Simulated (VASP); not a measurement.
Input:

```xyz
2
Lattice="1.7304 -2.9972 0.0000 1.7304 2.9972 0.0000 0.0000 0.0000 5.5775" Properties=species:S:1:pos:R:3 pbc="T T T"
Tl     1.7304     0.9991     1.3944
Tl     1.7304    -0.9991     4.1831
```

Computed with AM05 GGA, VASP's PBE PAW potentials (set 64) (plane waves; VASP). Run with 520 eV cut-off, 14×14×8 Γ-centred mesh, tetrahedra with Blöchl corrections, potentials Tl_d.

Unless said otherwise, spin-orbit coupling is left out, though it shifts the bands of the heavy elements here.

### Question
Tabulate the total density of states (states/eV per cell) against energy (eV; zero at the valence-band maximum or, without a gap, the Fermi level).

### Answer

```
E (eV) | DOS (states/eV)
    -9.92 | ## 0.08
    -9.56 | #### 0.21
    -9.20 | ##### 0.28
    -8.85 | ####### 0.34
    -8.61 | ####### 0.37
    -8.25 | ######## 0.42
    -7.89 | ######### 0.46
    -7.53 | ########## 0.51
    -7.17 | ########### 0.56
    -6.81 | ############ 0.61
    -6.45 | ############# 0.67
    -6.09 | ############### 0.77
    -5.85 | ################## 0.92
    -5.50 | ################### 0.95
    -5.14 | ################## 0.91
    -4.78 | ################# 0.86
    -4.42 | ############################## 1.52
    -4.06 | ##################### 1.10
    -3.70 |  0.02
    -3.34 |  0.00
    -3.10 |  0.00
    -2.74 |  0.01
    -2.38 | ## 0.10
    -2.02 | ######## 0.39
    -1.67 | ############ 0.61
    -1.31 | ################## 0.93
    -0.95 | ############################## 1.53
    -0.59 | ####################### 1.17
    -0.35 | ################## 0.92
     0.01 | ############### 0.76
     0.37 | #################### 1.00
     0.73 | ###################### 1.13
     1.09 | ################ 0.84
     1.45 | ##################### 1.09
     1.80 | ###################### 1.12
     2.16 | ################# 0.89
     2.40 | ################### 1.00
     2.76 | ###################### 1.10
     3.12 | #################### 1.01
     3.48 | ###################### 1.11
```
Within 2 eV below the Fermi level the largest weight inside VASP's projection spheres is Tl p, then Tl s.

The compound is Tl in the hcp structure. It was relaxed first.
